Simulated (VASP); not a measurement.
A convergence study with VASP on NiAl (space group no. 221 when undisturbed): a few settings are varied, all else stays as given below, so the limit is that of these other settings. One atom is moved off its site, so that forces are finite.

```
CELL_PARAMETERS angstrom
      2.88133     0.00000     0.00000
      0.00000     2.88133     0.00000
      0.00000     0.00000     2.88133
ATOMIC_POSITIONS crystal
  Al 0.50000 0.50000 0.51735
  Ni 0.00000 0.00000 0.00000
```

The numbers are results of LDA (Ceperley-Alder, Perdew-Zunger), VASP's LDA PAW potentials (set 64) (plane waves; VASP), not measurements. The last row used: 300 eV cut-off, 18×18×18 Γ-centred mesh, Fermi-Dirac smearing of 0.010 eV, potentials Al Ni.

```csv
setting,E (eV/atom),pressure (GPa),largest force (eV/Å),irreducible k-points
SIGMA = 1.0,___,___,___,550
SIGMA = 0.5,-6.0737,-5.24,0.272,550
SIGMA = 0.3,-6.0820,-7.14,0.267,550
SIGMA = 0.2,-6.0818,-7.60,0.265,550
SIGMA = 0.1,-6.0820,___,0.264,550
SIGMA = 0.05,-6.0822,-7.94,0.264,550
SIGMA = 0.02,-6.0823,-7.93,0.264,550
SIGMA = 0.01,-6.0823,-7.93,0.264,550
```

### Question
Complete the blanks.

### Answer

- SIGMA = 0.1, pressure (GPa): -7.88
- SIGMA = 1.0, E (eV/atom): -6.0165
- SIGMA = 1.0, pressure (GPa): 5.25
- SIGMA = 1.0, largest force (eV/Å): 0.289

VASP warned of too few bands at SIGMA = 1.0.

Left out are rungs that failed or repeat a setting and relaxations that didn't move; long series are thinned to 24 rows.

The structure is a typed NiAl crystal (space group no. 221). The cell was not relaxed at this level, it is distorted from the ideal structure. The run is not spin-polarised, so no magnetic state was tried. The electron count is odd and the run is not spin-polarised, which forces a metal. VASP warned that the highest band is occupied, so more bands are needed.
